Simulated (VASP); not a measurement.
Energy against volume of Na (bcc). These are vdW-DF-cx, VASP's PBE PAW potentials (set 64) (plane waves; VASP) values and carry that method's errors. Numerical set-up: 520 eV cut-off, 12×12×12 Γ-centred mesh, first-order Methfessel-Paxton smearing of 0.10 eV, potentials Na_pv.

```json
[
 {"V (Å³/atom)": "37.495", "E (eV/atom)": "0.88733"},
 {"V (Å³/atom)": "38.654", "E (eV/atom)": "0.88660"},
 {"V (Å³/atom)": "39.814", "E (eV/atom)": "0.88740"},
 {"V (Å³/atom)": "40.974", "E (eV/atom)": "0.88952"}
]
```

**Question.** Fit these four points and predict the energy of the run at 36.335 Å³/atom.

**Answer.** A cubic in V^(−2/3), the third-order Birch-Murnaghan form, passes through the four points with V0 = 38.60 Å³/atom and B0 = 7 GPa, and gives 0.8898 eV/atom there. The run gave 0.8898 eV/atom, -0.0 meV/atom from the fit; all five points give B0 = 7 GPa.

The compound is Na in the bcc structure. It was relaxed first.
